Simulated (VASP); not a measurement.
Input of a VASP 6.6.1 run:

The input INCAR:

```
SYSTEM = H3C2SNO2
  PREC = Accurate
  ENCUT = 520
  EDIFF = 1E-6
  ISMEAR = -1
  SIGMA = 0.05
  LREAL = Auto
  LASPH = .True.
  NELM = 60
  ALGO = Normal
  ISIF = 2
  LWAVE = .False.
  LCHARG = .False.
  GGA = PE
  IVDW = 12
  NBANDS = 92
```

Contents of KPOINTS:

```
regular mesh
0
Gamma
  1 1 1
  0 0 0
```

Contents of POSCAR:

```
H3C2SNO2
1.0
    8.3376330000      0.0000000000      0.0000000000
    0.0000000000      8.3376330000      0.0000000000
    0.0000000000      0.0000000000      8.3376330000
C N H S O
8 4 12 4 8
Direct
    0.3737511594      0.4098045572      0.7756877761
    0.5025287153      0.4496240120      0.6635336432
    0.1668579080      0.3822547718      0.1008199809
    0.1364056202      0.2824302773      0.2326559588
    0.5280635403      0.1423425569      0.3412119483
    0.4727001057      0.0739178613      0.4850177502
    0.9032659509      0.9116496253      0.5509477330
    1.0161397126      0.9987246980      0.6498247164
    0.6074026046      0.4875004693      0.5761707190
    0.1219770647      0.1679373510      0.3062020120
    0.4191477365      0.0370488843      0.6046080464
    1.0853799873      1.0885583474      0.7377153684
    0.3757061507      0.2879474306      0.8122209265
    0.3943565278      0.4758904596      0.8892092036
    0.2574351737      0.4349435865      0.7199285457
    0.1664501184      0.3320726638     -0.0146084626
    0.0938395825      0.4912665261      0.1026190527
    0.2858844950      0.4363828439      0.1276381438
    0.4601905601      0.2527216058      0.3288103470
    0.6575007559      0.1489031719      0.3310651836
    0.4854735151      0.0777198996      0.2300772893
    0.8465232279      0.9957622265      0.4736596106
    0.9448604898      0.8089825973      0.4721004151
    0.8001911334      0.8523762080      0.6172615177
    0.7577210462      0.2042306252     -0.0266382557
    0.7139196460      0.7425728621      0.1426663898
    0.8652695555      0.3862607049      0.5254009141
    0.3724558277      0.8963695092      0.8973769894
    0.7201204467      0.3449300299      0.0755969950
    0.6512639738      0.1568910505     -0.1592418376
    0.5900955343      0.7347169155      0.2570873532
    0.8084908511      0.8916199598      0.1308644792
    0.9148399792      0.4929936350      0.3972230488
    0.9062044348      0.4541096976      0.6815963236
    0.3737991346      1.0391678310      1.0067965333
    0.5006696745      0.7821644344      0.9116376314
```

Potentials or basis: VASP PAW PBE potentials, release 64 (C, N, H, S, O).

The run is started by

```console
$ cat potpaw_PBE.64/C/POTCAR potpaw_PBE.64/N/POTCAR potpaw_PBE.64/H/POTCAR potpaw_PBE.64/S/POTCAR potpaw_PBE.64/O/POTCAR > POTCAR
$ mpirun -np 1 vasp_gam > vasp.out
```

Task: Predict the dispersion energy per atom.

Result: -0.063 eV.

Task: Estimate the pressure.

Result: 0.5 GPa.

Task: Estimate the largest force.

Result: 3.841 eV/Å.

Stress tensor (GPa, compression positive):
```
 0.72 -1.03 -1.17
-1.03 -0.37 -3.04
-1.17 -3.04  1.14
```

Caveat: the standard files for N, O and F lose accuracy on very short bonds.
